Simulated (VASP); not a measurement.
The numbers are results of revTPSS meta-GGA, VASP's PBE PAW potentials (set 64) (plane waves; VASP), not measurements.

The input files of a VASP run:

### POSCAR
```
Al3Sc
1
    4.0638445191    -0.0000000000     0.0000000000
    0.0000000000     4.0638445191     0.0000000000
    0.0000000000     0.0000000000     4.0638445191
Sc Al
1 3
Direct
  0.0000000000   0.0000000000   0.0000000000
  0.0000000000   0.5000000000   0.5000000000
  0.5000000000   0.0000000000   0.5000000000
  0.5000000000   0.5000000000   0.0000000000
```

### INCAR
```
SYSTEM = Al3Sc
PREC = Accurate; ENCUT = 520; LREAL = .FALSE.
LASPH = .TRUE.
EDIFF = 1E-6; NELM = 100; ALGO = Normal
LMAXMIX = 4; LMIXTAU = .TRUE.
ISMEAR = 1; SIGMA = 0.1
METAGGA = RTPSS
IBRION = 2; NSW = 60; ISIF = 3
EDIFFG = -0.02
LWAVE = .FALSE.; LCHARG = .FALSE.
```

File KPOINTS:
```
Automatic mesh
0
Gamma
7 7 7
0 0 0
```

POTCAR, in this order: Sc_sv Al (PBE.64 set). Program: vasp_std.

The run wrote:

File OSZICAR:
```
       N       E                     dE             d eps       ncg     rms          rms(c)
DAV:   1     0.269059037972E+03    0.26906E+03   -0.16097E+04   648   0.336E+03
DAV:   2     0.186032438501E+02   -0.25046E+03   -0.24619E+03   816   0.787E+02
DAV:   3     0.309163343200E+01   -0.15512E+02   -0.15224E+02   892   0.233E+02
DAV:   4     0.179046987165E+01   -0.13012E+01   -0.12898E+01  1012   0.639E+01
DAV:   5     0.168400731420E+01   -0.10646E+00   -0.10615E+00  1014   0.170E+01    0.867E+00
DAV:   6    -0.284441930308E+02   -0.30128E+02   -0.26313E+02   948   0.175E+02    0.117E+01
DAV:   7    -0.269098345436E+02    0.15344E+01   -0.86130E+00   918   0.392E+01    0.967E+00
DAV:   8    -0.266199602756E+02    0.28987E+00   -0.16655E-01   724   0.374E+00    0.961E+00
DAV:   9    -0.271344676589E+02   -0.51451E+00   -0.82540E-01   758   0.142E+01    0.137E+01
DAV:  10    -0.240282685615E+02    0.31062E+01   -0.12604E+01   896   0.484E+01    0.892E+00
DAV:  11    -0.242379331630E+02   -0.20966E+00   -0.21594E+00   912   0.169E+01    0.804E+00
DAV:  12    -0.244534598868E+02   -0.21553E+00   -0.41631E-01   924   0.746E+00    0.135E+01
DAV:  13    -0.241014313125E+02    0.35203E+00   -0.82057E-01   930   0.106E+01    0.467E+00
DAV:  14    -0.240762858745E+02    0.25145E-01   -0.36420E-01   934   0.790E+00    0.680E-01
DAV:  15    -0.240729428265E+02    0.33430E-02   -0.74376E-02   948   0.302E+00    0.923E-01
DAV:  16    -0.240755119910E+02   -0.25692E-02   -0.71959E-03   930   0.987E-01    0.108E+00
DAV:  17    -0.240741006234E+02    0.14114E-02   -0.35472E-03   912   0.738E-01    0.158E-01
DAV:  18    -0.240740431705E+02    0.57453E-04   -0.31264E-04   926   0.196E-01    0.791E-02
DAV:  19    -0.240739320931E+02    0.11108E-03   -0.11183E-03   942   0.416E-01    0.454E-02
DAV:  20    -0.240739576719E+02   -0.25579E-04   -0.18606E-04   916   0.181E-01    0.473E-02
DAV:  21    -0.240739478192E+02    0.98527E-05   -0.47648E-05   906   0.842E-02    0.203E-02
DAV:  22    -0.240739476530E+02    0.16620E-06   -0.35217E-06   654   0.225E-02
   1 F= -.24073948E+02 E0= -.24073283E+02  d E =-.240739E+02
       N       E                     dE             d eps       ncg     rms          rms(c)
DAV:   1    -0.240951143436E+02   -0.21167E-01   -0.59783E-01   680   0.122E+01    0.117E+00
DAV:   2    -0.240762424511E+02    0.18872E-01   -0.13136E-01   824   0.519E+00    0.228E-01
DAV:   3    -0.240757776447E+02    0.46481E-03   -0.56195E-03   854   0.791E-01    0.144E-01
DAV:   4    -0.240752337003E+02    0.54394E-03   -0.12888E-03   674   0.519E-01    0.689E-02
DAV:   5    -0.240751127360E+02    0.12096E-03   -0.44515E-04   782   0.349E-01    0.313E-02
DAV:   6    -0.240753070592E+02   -0.19432E-03   -0.21551E-04   674   0.256E-01    0.135E-02
DAV:   7    -0.240753000949E+02    0.69643E-05   -0.24977E-05   690   0.826E-02    0.861E-03
DAV:   8    -0.240753041498E+02   -0.40549E-05   -0.22813E-06   490   0.177E-02    0.589E-03
DAV:   9    -0.240753102761E+02   -0.61263E-05   -0.33534E-06   668   0.329E-02    0.162E-03
DAV:  10    -0.240753104823E+02   -0.20626E-06   -0.22053E-07   316   0.607E-03
   2 F= -.24075310E+02 E0= -.24074648E+02  d E =-.136283E-02
       N       E                     dE             d eps       ncg     rms          rms(c)
DAV:   1    -0.240774644340E+02   -0.21542E-02   -0.55302E-02   668   0.373E+00    0.352E-01
DAV:   2    -0.240756713549E+02    0.17931E-02   -0.10951E-02   788   0.152E+00    0.702E-02
DAV:   3    -0.240756585043E+02    0.12851E-04   -0.40984E-04   838   0.216E-01    0.427E-02
DAV:   4    -0.240756218462E+02    0.36658E-04   -0.11517E-04   674   0.157E-01    0.214E-02
DAV:   5    -0.240756204961E+02    0.13501E-05   -0.44699E-05   794   0.111E-01    0.107E-02
DAV:   6    -0.240756411330E+02   -0.20637E-04   -0.19832E-05   680   0.774E-02    0.381E-03
DAV:   7    -0.240756401111E+02    0.10219E-05   -0.30569E-06   596   0.287E-02    0.344E-03
DAV:   8    -0.240756416258E+02   -0.15147E-05   -0.65995E-07   292   0.128E-02    0.125E-03
DAV:   9    -0.240756417826E+02   -0.15682E-06   -0.17411E-07   298   0.838E-03
   3 F= -.24075642E+02 E0= -.24074979E+02  d E =-.169413E-02
```

**OUTCAR**
```
------------------------ aborting loop because EDIFF is reached ----------------------------------------
  FORCE on cell =-STRESS in cart. coord.  units (eV):
  Direction    XX          YY          ZZ          XY          YZ          ZX
  --------------------------------------------------------------------------------------
  Total       -0.0007169     -0.0007169     -0.0007169     -0.0000000      0.0000000     -0.0000000
  in kB       -0.0169575     -0.0169575     -0.0169575     -0.0000000      0.0000000     -0.0000000
  external PRESSURE =      -0.0169575 kB  Pullay stress =       0.0000000 kB
  volume of cell :       67.73
      direct lattice vectors                 reciprocal lattice vectors
     4.076330171 -0.000000000  0.000000000     0.245318696 -0.000000000  0.000000000
     0.000000000  4.076330171 -0.000000000     0.000000000  0.245318696  0.000000000
    -0.000000000  0.000000000  4.076330171    -0.000000000  0.000000000  0.245318696
 POSITION                                       TOTAL-FORCE (eV/Angst)
 -----------------------------------------------------------------------------------
      0.00000      0.00000      0.00000        -0.000000      0.000000      0.000000
      0.00000      2.03817      2.03817         0.000000      0.000000      0.000000
      2.03817     -0.00000      2.03817        -0.000000      0.000000      0.000000
      2.03817      2.03817     -0.00000         0.000000      0.000000      0.000000
 -----------------------------------------------------------------------------------
    total drift:                               -0.000000     -0.000000     -0.000000
  FREE ENERGIE OF THE ION-ELECTRON SYSTEM (eV)
  ---------------------------------------------------
  free  energy   TOTEN  =       -24.0756417826 eV

  energy  without entropy=      -24.0736524440  energy(sigma->0) =      -24.07497867

 reached required accuracy - stopping structural energy minimisation
```
(Selected blocks of OUTCAR.)

### CONTCAR
```
Al3Sc
   1.00000000000000
     4.0763301706639306   -0.0000000000000000    0.0000000000000000
     0.0000000000000000    4.0763301706639306   -0.0000000000000000
    -0.0000000000000000    0.0000000000000000    4.0763301706639306
  Sc              Al
     1     3
Direct
     0.0000000000000000    0.0000000000000000    0.0000000000000000
     0.0000000000000000    0.5000000000000000    0.5000000000000000
     0.5000000000000000    0.0000000000000000    0.5000000000000000
     0.5000000000000000    0.5000000000000000    0.0000000000000000
```

**OUTCAR**
```
 val. band max:        7.1829246577   @ k =   0.4286   0.4286   0.1429

 cond. band min:       7.2478445867   @ k =   0.2857   0.0000   0.0000


 Fermi energy:         7.2216991193

 k-point     1 :       0.0000    0.0000    0.0000
  band No.  band energies     occupation
      1     -42.5318      2.00000
      2     -20.7057      2.00000
      3     -20.7057      2.00000
      4     -20.7057      2.00000
      5      -2.7637      2.00000
      6       4.6957      2.00000
      7       4.6957      2.00000
      8       5.5220      2.00000
      9       5.5220      2.00000
     10       5.5220      2.00000
     11       8.5326     -0.00000
     12       8.6855     -0.00000
     13       8.6855     -0.00000
     14       8.6855     -0.00000

 k-point     2 :       0.1429    0.0000    0.0000
  band No.  band energies     occupation
      1     -42.5315      2.00000
      2     -20.7118      2.00000
      3     -20.7050      2.00000
      4     -20.7050      2.00000
      5      -2.5737      2.00000
      6       3.4308      2.00000
      7       4.8423      2.00000
      8       5.5430      2.00000
      9       5.5430      2.00000
     10       6.3158      2.00000
     11       8.5761     -0.00000
     12       8.5761     -0.00000
     13       8.7471     -0.00000
     14       9.2674      0.00000

 k-point     3 :       0.2857    0.0000    0.0000
  band No.  band energies     occupation
      1     -42.5310      2.00000
      2     -20.7255      2.00000
      3     -20.7039      2.00000
      4     -20.7039      2.00000
      5      -2.0169      2.00000
      6       1.7710      2.00000
      7       5.2476      2.00000
      8       5.5840      2.00000
      9       5.5840      2.00000
     10       7.2478      0.57380
     11       8.4110     -0.00000
     12       8.4110     -0.00000
     13       8.8951     -0.00000
     14       9.5600      0.00000

 k-point     4 :       0.4286    0.0000    0.0000
  band No.  band energies     occupation
...
```

The compound is Al3Sc in the L1_2 structure. This run relaxes it. Symmetry was kept, so distortions that lower it aren't found. The start is the result of an earlier pass.
